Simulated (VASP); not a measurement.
Computed with PBE GGA, VASP's PBE PAW potentials (set 64) (plane waves; VASP).

VASP input:

**POSCAR**
```
ZnS
1
    0.0000000000     2.7231490589     2.7231490589
    2.7231490589     0.0000000000     2.7231490589
    2.7231490589     2.7231490589     0.0000000000
Zn S
1 1
Direct
  0.0000000000   0.0000000000   0.0000000000
  0.2500000000   0.2500000000   0.2500000000
```

KPOINTS:
```
K-points
0
G
 12 12 12
0 0 0
```

INCAR:
```
SYSTEM = ZnS
PREC = Normal
ENCUT = 400
EDIFF = 1E-5
NELM = 100
ALGO = Fast
LREAL = .FALSE.
LASPH = .TRUE.
ISMEAR = 0
SIGMA = 0.05
GGA = PE
LMAXMIX = 4
LWAVE = .FALSE.
LCHARG = .FALSE.
NELMIN = 4
IBRION = 2
ISIF = 2
NSW = 20
EDIFFG = -0.03
```

POTCAR, in this order: Zn S (PBE.64 set). Program: vasp_std.

Task: What does the run give for the energy per atom (σ→0), band gap (on the k-mesh)?

Result: 
| Quantity | Value |
|---|---|
| energy per atom (σ→0) | -3.426 eV/atom |
| band gap (on the k-mesh) | 2.01 eV |

**OSZICAR**
```
...
RMM:   7    -0.684914775334E+01    0.24332E-01   -0.27174E-01  1872   0.546E+00    0.245E+00
RMM:   8    -0.685169537607E+01   -0.25476E-02   -0.51377E-02  1872   0.211E+00    0.117E+00
RMM:   9    -0.685121557137E+01    0.47980E-03   -0.13907E-02  1872   0.159E+00    0.276E-01
RMM:  10    -0.685123577058E+01   -0.20199E-04   -0.44227E-03  1872   0.754E-01    0.916E-02
RMM:  11    -0.685139574739E+01   -0.15998E-03   -0.14583E-03  2021   0.380E-01    0.100E-01
RMM:  12    -0.685141161986E+01   -0.15872E-04   -0.26653E-04  1741   0.144E-01    0.240E-02
RMM:  13    -0.685141584806E+01   -0.42282E-05   -0.39112E-05  1513   0.623E-02
   1 F= -.68514158E+01 E0= -.68514158E+01  d E =-.685142E+01
```

The compound is ZnS in the zinc blende structure. It was relaxed first.
